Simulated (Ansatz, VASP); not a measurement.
**HfZr2S6 in VASP and in Ansatz**

INCAR

```
SYSTEM = HfZr2S6
ALGO = Normal
EDIFF = 1E-7
ENCUT = 520
GGA = PE
ISIF = 2
ISMEAR = 0
LASPH = .True.
LCHARG = .True.
LELF = .True.
LREAL = .False.
LVHAR = .True.
LWAVE = .False.
NBANDS = 45
NELM = 80
PREC = Accurate
SIGMA = 0.1
```

Contents of KPOINTS:

```
k-points
0
Gamma
  3 3 3
  0 0 0
```

The input POSCAR:

```
HfZr2S6
1.0
    3.1005330400      1.7900935900      5.8591019500
   -3.1005330400      1.7900935900      5.8591019500
    0.0000000000     -3.5801871700      5.8591019500
Zr Hf S
2 1 6
Direct
    0.8333333300      0.8333333300      0.8333333300
    0.1666666700      0.1666666700      0.1666666700
    0.5000000000      0.5000000000      0.5000000000
    0.2459699900      0.5793033200      0.9126366600
    0.9126366600      0.2459699900      0.5793033200
    0.5793033200      0.9126366600      0.2459699900
    0.4206966800      0.0873633400      0.7540300100
    0.0873633400      0.7540300100      0.4206966800
    0.7540300100      0.4206966800      0.0873633400
```

Input for Ansatz:

```yaml
crystal:
  lattice:
    - [3.10053304, 1.79009359, 5.85910195]
    - [-3.10053304, 1.79009359, 5.85910195]
    - [0.0, -3.58018717, 5.85910195]
  atoms:
    - { symbol: Zr, position: [0.83333333, 0.83333333, 0.83333333] }
    - { symbol: Zr, position: [0.16666667, 0.16666667, 0.16666667] }
    - { symbol: Hf, position: [0.5, 0.5, 0.5] }
    - { symbol: S, position: [0.24596999, 0.57930332, 0.91263666] }
    - { symbol: S, position: [0.91263666, 0.24596999, 0.57930332] }
    - { symbol: S, position: [0.57930332, 0.91263666, 0.24596999] }
    - { symbol: S, position: [0.42069668, 0.08736334, 0.75403001] }
    - { symbol: S, position: [0.08736334, 0.75403001, 0.42069668] }
    - { symbol: S, position: [0.75403001, 0.42069668, 0.08736334] }
basis:
  ecutwfc: 420
kpoints:
  mp_grid: { grid: [3, 3, 3] }
hamiltonian:
  xc: pbe
scf:
  occupations: { method: gaussian, width: 0.1 }
  lower_state_search: "off"
output:
  forces: true
  stress: true
  eigenvalues: true
```

Alike in both runs: task single point; functional PBE; k mesh 3 × 3 × 3; occupations gaussian, width 0.1 eV; no spin polarisation.

|  | VASP | Ansatz |
| --- | --- | --- |
| version | VASP 6.6.1 | Ansatz 0.2.0 |
| potentials or method | VASP PAW PBE potentials, release 64 (Zr_sv, Hf_pv, S) | scalar-relativistic, plane waves, PAW |
| plane-wave cutoff (eV) | 520 | 420 |
| valence electrons in the cell | 70 | 86 |

```csv
,VASP,Ansatz,Ansatz less VASP
gap on the k mesh at the Fermi level (eV),1.24,1.23,-0.008
least direct gap on the mesh (eV),1.57,1.56,-0.010
pressure (GPa),9.5,9.7,+0.21
largest component of the traceless stress (GPa),0.13,0.18,+0.047
rms of the force components (eV/Å),0.546,0.552,+0.0053
```

Atom by atom the forces differ by 0.018 eV/Å (rms over components). The functional is the same, so the differences come from potentials, cutoffs and numerics. The two sets of potentials don't hold the same shells in valence.

Caveats: spin-orbit coupling is left out, which moves the levels of the heavy elements; an odd mesh through Γ misses points on the zone boundary, where band edges often lie; forces of over 1 eV/Å show positions far from the minimum, so gaps and moduli don't describe the material at rest. A hybrid or GW would open this gap; PBE tends to underestimate it.
